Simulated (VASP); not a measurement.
Set up this calculation in VASP 6.6.1, as the native input.

- Task: relaxation of cell and atoms
- Functional: PBE
- Potentials or basis: VASP PAW PBE potentials, release 64 (Si, Sb, Te)
- Cutoff: 520 eV
- k mesh: 7 × 7 × 7
- Occupations: gaussian, width 0.15 eV
- Spin: no spin polarisation
- Further INCAR settings: PREC = Normal; LREAL = Auto; ALGO = Fast; EDIFF = 1e-05; ISYM = 0; IBRION = 2; EDIFFG = -0.03; NSW = 110; ISIF = 3

The structure of Si2Sb2Te lies in POSCAR:

```
Si2Sb2Te
1.0
   -1.8191969400      6.0981252800      3.0627322100
    1.8894502500     -6.0474040700      3.0071997400
    4.3373729100     12.3283052600     -5.9187570800
Si Sb Te
4 4 2
Direct
    0.6832941100      0.0287288200      0.3408812100
    0.6779778500      0.0287592200      0.8395782800
    0.3269003600      0.9701271600      0.1504333300
    0.3408594200      0.9941109200      0.6590530700
    0.1018573200      0.2573809100      0.4334743400
    0.0997902300      0.2564553600      0.9265521800
    0.3831925100      0.2472223100      0.0835320500
    0.3763915600      0.2501530800      0.5800751200
    0.7480742400      0.2394310500      0.2449895200
    0.7564327700      0.2293803600      0.7356983200
```

The cell was built by a generator and needn't be a form met in nature.

These files were run (other wordings do the same):

INCAR

```
  PREC = Normal
  ENCUT = 520
  EDIFF = 1E-5
  ISMEAR = 0
  SIGMA = 0.15
  LREAL = Auto
  LASPH = T
  NELM = 80
  ALGO = Fast
  ISIF = 3
  LWAVE = F
  LCHARG = F
  GGA = PE
  IBRION = 2
  NSW = 110
  EDIFFG = -0.03
  ISYM = 0
  KPAR = 8
```

KPOINTS

```
Automatic mesh
0
Gamma
  7 7 7
```

Potentials or basis: VASP PAW PBE potentials, release 64 (Si, Sb, Te).

Run with:

```console
$ cat potpaw_PBE.64/Si/POTCAR potpaw_PBE.64/Sb/POTCAR potpaw_PBE.64/Te/POTCAR > POTCAR
$ mpirun -np 8 vasp_std > vasp.out
```

Results of the run:

The relaxed volume is 30.66 Å³/atom, the relaxed cell is a = 7.161 Å, b = 7.166 Å, c = 14.329 Å, α = 146.64°, β = 61.20°, γ = 130.10° and the space group after relaxing (to 0.05 Å) is Cm (No. 8). The energy gained by relaxing is 42.2 meV/atom, the ionic steps are 21 and the pressure after relaxing is 0.0 GPa. The largest force after relaxing is 0.022 eV/Å and the band gap on the k mesh is 0.17 eV.

Caveat: spin-orbit coupling is left out, which moves the levels of the heavy elements; an odd mesh through Γ misses points on the zone boundary, where band edges often lie.

Run time: 15 min on 8 MPI ranks on Intel(R) Xeon(R) 6975P-C (Granite Rapids) (shared host), peak memory 1.1 GiB a rank.
